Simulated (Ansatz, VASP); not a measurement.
## HfTe6Mo in VASP and in Ansatz

```xyz
8
Lattice="5.8170 0.0000 -0.0529 0.0000 3.9087 0.0000 -1.5048 0.0000 10.6660" Properties=species:S:1:pos:R:3 pbc="T T T"
Hf    0.6357    0.0000    6.9700
Te    2.1290    1.9544    8.5493
Te   -0.7329    1.9544    8.7626
Te    0.6284    1.9544    4.8045
Te    2.2969    0.0000    2.1110
Te    5.0117    0.0000    1.9282
Te    3.5877    0.0000    5.6571
Mo    3.6923    1.9544    3.6699
```

Alike in both runs: functional PBE; k mesh 3 × 4 × 2; occupations gaussian, width 0.2 eV; no spin polarisation.

Ansatz relaxed the structure, and its values are those at the end. VASP's run is a single point on that final structure, the one shown.

```csv
,VASP,Ansatz
version,VASP 6.6.1,Ansatz 0.2.0
potentials or method,"VASP PAW PBE potentials, release 64 (Hf_pv, Te, Mo_sv)","scalar-relativistic, plane waves, PAW"
plane-wave cutoff (eV),520,420
valence electrons in the cell,60,136
```

Ansatz gave:

* gap on the k mesh at the Fermi level (eV): none
* pressure (GPa): 0.2
* rms of the force components (eV/Å): 0.031

Task: Which values does VASP return?

Result: gap on the k mesh at the Fermi level (eV): none; pressure (GPa): 0.1; rms of the force components (eV/Å): 0.030.

A gap of «none» marks a metal or a gap that the smearing closes. With one functional, cell and mesh, what is left measures potentials, basis and numerics. The two sets of potentials don't hold the same shells in valence.

Caveats: the k mesh is coarse (spacing up to 0.40 Å⁻¹), so the values aren't converged; this functional lacks dispersion, which binds the layers, so the pressure and a relaxed spacing across them are unreliable. The runs have no spin-orbit coupling, so splittings on Hf, Te are missing.
